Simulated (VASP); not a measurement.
A cell of Si (diamond) near equilibrium:

```yaml
crystal:
  lattice:
    - [0.00000, 2.71981, 2.71981]
    - [2.71981, 0.00000, 2.71981]
    - [2.71981, 2.71981, 0.00000]
  atoms:
    - { symbol: Si, position: [0.00000, 0.00000, 0.00000] }
    - { symbol: Si, position: [0.25000, 0.25000, 0.25000] }
```

All values below come from r2SCAN meta-GGA, VASP's PBE PAW potentials (set 64) (plane waves; VASP).

```json
[
 {"run": "as it is", "ΔE (meV/atom)": "0.0", "σxx": "0.02", "σyy": "0.02", "σzz": "0.02", "largest shear component, with its sign (GPa)": "0.00", "largest force (eV/Å)": "0.000", "gap (eV)": "0.82"},
 {"run": "after one change", "ΔE (meV/atom)": "8.7", "σxx": "0.16", "σyy": "0.00", "σzz": "0.16", "largest shear component, with its sign (GPa)": "-1.89", "largest force (eV/Å)": "0.694", "gap (eV)": "0.55"}
]
```
Stress is in GPa, positive when the cell is compressed; gaps are those on the k-mesh, and 0.00 means metallic.

Q: Name the change that produced these shifts.
A) uniaxial strain of -0.5 % along z
B) atom 2 (Si) moved by 0.050 Å along y
C) isotropic strain of +2.0 %
D) atom 2 (Si) moved by -0.075 Å along x

A: B, atom 2 (Si) moved by 0.050 Å along y

The compound is Si in the diamond structure.
